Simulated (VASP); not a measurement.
Level of theory: PW91 GGA, VASP's PBE PAW potentials (set 64) (plane waves; VASP).

A VASP calculation is set up with these files.

KPOINTS:
```
Automatic mesh
0
Gamma
8 8 8
0 0 0
```

INCAR:
```
# general
SYSTEM =InPd
PREC   =Accurate
ENCUT  =300
LREAL  =.FALSE.
LASPH  =.TRUE.

# electronic loop
EDIFF  =1E-6
NELM   =100
ALGO   =Normal
LMAXMIX=4

# smearing
ISMEAR =1
SIGMA  =0.2

# functional
GGA    =91

# ions
ISIF   =2

# output
LWAVE  =.FALSE.
LCHARG =.FALSE.
```

**POSCAR**
```
InPd
1
    3.2718800000     0.0000000000     0.0000000000
    0.0000000000     3.2718800000     0.0000000000
    0.0000000000     0.0000000000     3.2718800000
In Pd
1 1
Direct
  0.0000000000   0.0000000000   0.0000000000
  0.5000000000   0.5000000000   0.5000000000
```

POTCAR, in this order: In_d Pd (PBE.64 set). Program: vasp_std.

Output

**OUTCAR**
```
 ion  position               nearest neighbor table
   1  0.000  0.000  0.000-   2 2.83   2 2.83   2 2.83   2 2.83   2 2.83   2 2.83   2 2.83   2 2.83
  LATTYP: Found a simple cubic cell.
 ALAT       =     3.2718800000
 Subroutine PRICEL returns:
 Original cell was already a primitive cell.
 Subroutine GETGRP returns: Found 48 space group operations
The static configuration has the point symmetry O_h .
The dynamic configuration has the point symmetry O_h .
 Subroutine INISYM returns: Found 48 space group operations
 Subroutine IBZKPT returns following result:
 Found     35 irreducible k-points:

 Following reciprocal coordinates:
            Coordinates               Weight
  0.000000  0.000000  0.000000      1.000000
  0.125000  0.000000  0.000000      6.000000
  0.250000  0.000000  0.000000      6.000000
  0.375000  0.000000  0.000000      6.000000
  0.500000  0.000000  0.000000      3.000000
  0.125000  0.125000  0.000000     12.000000
  0.250000  0.125000  0.000000     24.000000
  0.375000  0.125000  0.000000     24.000000
  0.500000  0.125000  0.000000     12.000000
  0.250000  0.250000  0.000000     12.000000
  0.375000  0.250000  0.000000     24.000000
  0.500000  0.250000  0.000000     12.000000
  0.375000  0.375000  0.000000     12.000000
  0.500000  0.375000  0.000000     12.000000
  0.500000  0.500000  0.000000      3.000000
  0.125000  0.125000  0.125000      8.000000
  0.250000  0.125000  0.125000     24.000000
  0.375000  0.125000  0.125000     24.000000
  0.500000  0.125000  0.125000     12.000000
  0.250000  0.250000  0.125000     24.000000
  0.375000  0.250000  0.125000     48.000000
  0.500000  0.250000  0.125000     24.000000
  0.375000  0.375000  0.125000     24.000000
  0.500000  0.375000  0.125000     24.000000
  0.500000  0.500000  0.125000      6.000000
...
```

### OSZICAR
```
       N       E                     dE             d eps       ncg     rms          rms(c)
DAV:   1     0.128374055764E+03    0.12837E+03   -0.82979E+03  1079   0.136E+03
DAV:   2    -0.369935186743E+01   -0.13207E+03   -0.12825E+03  1106   0.330E+02
DAV:   3    -0.892651841446E+01   -0.52272E+01   -0.52144E+01  1344   0.736E+01
DAV:   4    -0.901865245942E+01   -0.92134E-01   -0.92118E-01  1363   0.883E+00
DAV:   5    -0.902165762575E+01   -0.30052E-02   -0.30052E-02  1504   0.136E+00    0.665E+00
DAV:   6    -0.883625054899E+01    0.18541E+00   -0.45606E-01  1246   0.102E+01    0.313E+00
DAV:   7    -0.879792370594E+01    0.38327E-01   -0.78221E-02  1328   0.538E+00    0.138E+00
DAV:   8    -0.879043965298E+01    0.74841E-02   -0.20541E-02  1190   0.140E+00    0.391E-01
DAV:   9    -0.878953631204E+01    0.90334E-03   -0.19155E-03  1379   0.770E-01    0.541E-02
DAV:  10    -0.878953192564E+01    0.43864E-05   -0.41450E-05  1383   0.103E-01    0.220E-02
DAV:  11    -0.878953265853E+01   -0.73289E-06   -0.39046E-06  1218   0.191E-02
   1 F= -.87895327E+01 E0= -.87878090E+01  d E =-.517111E-02
```

**OUTCAR**
```
------------------------ aborting loop because EDIFF is reached ----------------------------------------
  FORCE on cell =-STRESS in cart. coord.  units (eV):
  Direction    XX          YY          ZZ          XY          YZ          ZX
  --------------------------------------------------------------------------------------
  Total        0.7980434      0.7980434      0.7980434     -0.0000000      0.0000000     -0.0000000
  in kB       36.5043827     36.5043827     36.5043827     -0.0000000      0.0000000     -0.0000000
  external PRESSURE =      36.5043827 kB  Pullay stress =       0.0000000 kB
  volume of cell :       35.03
      direct lattice vectors                 reciprocal lattice vectors
     3.271880000  0.000000000  0.000000000     0.305634681  0.000000000  0.000000000
     0.000000000  3.271880000  0.000000000     0.000000000  0.305634681  0.000000000
     0.000000000  0.000000000  3.271880000     0.000000000  0.000000000  0.305634681
 POSITION                                       TOTAL-FORCE (eV/Angst)
 -----------------------------------------------------------------------------------
      0.00000      0.00000      0.00000         0.000000      0.000000      0.000000
      1.63594      1.63594      1.63594         0.000000      0.000000      0.000000
 -----------------------------------------------------------------------------------
    total drift:                                0.000000     -0.000000      0.000000
  FREE ENERGIE OF THE ION-ELECTRON SYSTEM (eV)
  ---------------------------------------------------
  free  energy   TOTEN  =        -8.7895326585 eV

  energy  without entropy=       -8.7843615439  energy(sigma->0) =       -8.78780895
```
(Selected blocks of OUTCAR.)

At this cut-off the stress carries a Pulay error, which pulls relaxed volumes low.

The structure comes from a computed database's InPd entry; how it stands against other phases isn't given here. The cell was not relaxed at this level. The run is one of a series of settings (GGA = 91, POTCAR In_d Pd (PBE.64 set) against the base run), some of them coarse on purpose. The electron count is odd and the run is not spin-polarised, which forces a metal.
